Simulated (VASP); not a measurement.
## Si2B3: relaxation of cell and atoms with PBE

Si2B3:

```
Si B
1.0
     3.07075    0.00000    0.00000
    -1.53537    2.65934    0.00000
     0.00000    0.00000    5.78385
Si B
2 3
Direct
  0.66667 0.33333 0.81074
  0.33333 0.66667 0.18926
  0.00000 0.00000 0.00000
  0.33333 0.66667 0.52890
  0.66667 0.33333 0.47110
```

The cell was built by a generator and needn't be a form met in nature.

* Program: VASP 6.6.1
* Task: relaxation of cell and atoms
* Functional: PBE
* Potentials or basis: VASP PAW PBE potentials, release 64 (Si, B)
* Cutoff: 520 eV
* k mesh: 12 × 12 × 6
* Occupations: gaussian, width 0.1 eV
* Spin: no spin polarisation
* Further INCAR settings: ALGO = Normal; EDIFF = 1e-07; IBRION = 2; POTIM = 0.3; EDIFFG = -0.005; NSW = 60; ISIF = 3

```
Pressure after relaxing      : 0.0 GPa
Largest force after relaxing : 0.003 eV/Å
Band gap on the k mesh       : none (metal or under the smearing width)
```

Forces on the atoms (eV/Å):
```
Si   0.000  0.000 -0.003
Si   0.000  0.000  0.003
B    0.000  0.000  0.000
B    0.000  0.000 -0.003
B    0.000  0.000  0.003
```

Final structure:
```
CELL_PARAMETERS angstrom
3.07075 0.00000 0.00000
-1.53537 2.65934 0.00000
0.00000 0.00000 5.78385
ATOMIC_POSITIONS crystal
Si 0.66667 0.33333 0.81074
Si 0.33333 0.66667 0.18926
B 0.00000 0.00000 0.00000
B 0.33333 0.66667 0.52890
B 0.66667 0.33333 0.47110
```

Levels at points of the mesh, in eV from the Fermi level:
```csv
k point,band 6,band 7,band 8,band 9,band 10,band 11
"(0.00, 0.00, 0.00)",-0.65,0.38,0.38,1.98,4.84,4.84
"(0.50, 0.00, 0.00)",-5.85,-3.63,-1.52,0.82,1.26,3.03
"(0.00, 0.00, 0.50)",-0.60,0.47,0.47,3.93,3.93,5.55
"(0.50, 0.00, 0.50)",-3.07,-2.62,-2.56,-1.76,-0.59,2.27
```

Run time: 21 s on 2 MPI ranks on Intel(R) Xeon(R) Platinum 8488C (Sapphire Rapids), on a shared host, peak memory 0.19 GiB a rank.

Caveat: the relaxation stopped at its first step, so nothing moved.
